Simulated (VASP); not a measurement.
The system is PPt.

```xyz
2
Lattice="0.0000 2.5668 2.5668 2.5668 0.0000 2.5668 2.5668 2.5668 0.0000" Properties=species:S:1:pos:R:3 pbc="T T T"
P     0.0000    0.0000    0.0000
Pt    2.5668    2.5668    2.5668
```

The cell was built by a generator and needn't be a form met in nature.

* Program: VASP 6.6.1
* Task: relaxation of cell and atoms
* Functional: PBE
* Potentials or basis: VASP PAW PBE potentials, release 64 (P, Pt)
* Cutoff: 600 eV
* k mesh: 6 × 6 × 6
* Occupations: methfessel-paxton, width 0.1791 eV
* Spin: no spin polarisation

At the start: pressure -10.2 GPa; volume 16.91 Å³/atom.

How do energy, volume and symmetry change on relaxing?

Over 4 steps the energy falls by 38.9 meV/atom and the volume is 15.77 Å³/atom (-6.7 %); space group Fm-3m (No. 225, to 0.05 Å).

Step by step:
| step | energy change (eV) | largest force (eV/Å) | pressure (GPa) | volume (Å³) |
| --- | --- | --- | --- | --- |
| 1 | 0.0000 | 0.0000 | -10.20 | 33.82 |
| 2 | 0.0749 | 0.0000 | 19.62 | 28.82 |
| 3 | -0.0778 | 0.0000 | -0.25 | 31.59 |
| 4 | -0.0778 | 0.0000 | -0.01 | 31.55 |

Final structure:
```yaml
crystal:
  lattice:
    - [0.00000, 2.50797, 2.50797]
    - [2.50797, 0.00000, 2.50797]
    - [2.50797, 2.50797, 0.00000]
  atoms:
    - { symbol: P, position: [0.00000, 0.00000, 0.00000] }
    - { symbol: Pt, position: [0.50000, 0.50000, 0.50000] }
```
